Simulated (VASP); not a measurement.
B2C:

```
B C
1.0
    -1.95798    1.95798    2.02887
     1.95798   -1.95798    2.02887
     1.95798    1.95798   -2.02887
B C
2 1
Direct
  0.75000 0.25000 0.50000
  0.25000 0.75000 0.50000
  0.00000 0.00000 0.00000
```

The cell was built by a generator and needn't be a form met in nature.

* Program: VASP 6.6.1
* Task: relaxation of cell and atoms
* Functional: PBE
* Potentials or basis: VASP PAW PBE potentials, release 64 (B, C)
* Cutoff: 520 eV
* k mesh: 7 × 7 × 7
* Occupations: gaussian, width 0.15 eV
* Spin: no spin polarisation

At the start: pressure -45.8 GPa; volume 10.37 Å³/atom.

**Question.** How do energy, volume and symmetry change on relaxing?

**Answer.** Over 5 steps the energy falls by 944.6 meV/atom and the volume is 6.51 Å³/atom (-37.3 %); space group I4/mmm (No. 139, to 0.05 Å).

The path:
| step | energy change (eV) | largest force (eV/Å) | pressure (GPa) | volume (Å³) |
| --- | --- | --- | --- | --- |
| 1 | 0.0000 | 0.0000 | -45.80 | 31.11 |
| 2 | -2.5818 | 0.0000 | 11.23 | 19.43 |
| 3 | -2.7065 | 0.0000 | -7.47 | 20.72 |
| 4 | -2.8134 | 0.0000 | 4.98 | 19.10 |
| 5 | -2.8337 | 0.0000 | 0.50 | 19.52 |

Final structure:
```cif
data_structure
_symmetry_space_group_name_H-M 'P 1'
_symmetry_Int_Tables_number 1
_cell_length_a 2.9391
_cell_length_b 2.9391
_cell_length_c 2.9391
_cell_angle_alpha 108.300
_cell_angle_beta 108.300
_cell_angle_gamma 111.840
_cell_volume 19.52
loop_
_atom_site_label
_atom_site_type_symbol
_atom_site_fract_x
_atom_site_fract_y
_atom_site_fract_z
_atom_site_occupancy
B1 B 0.75000 0.25000 0.50000 1
B2 B 0.25000 0.75000 0.50000 1
C1 C 0.00000 0.00000 0.00000 1
```

Caveat: the volume moved by over 15 % at a fixed basis, so the end points are rough.
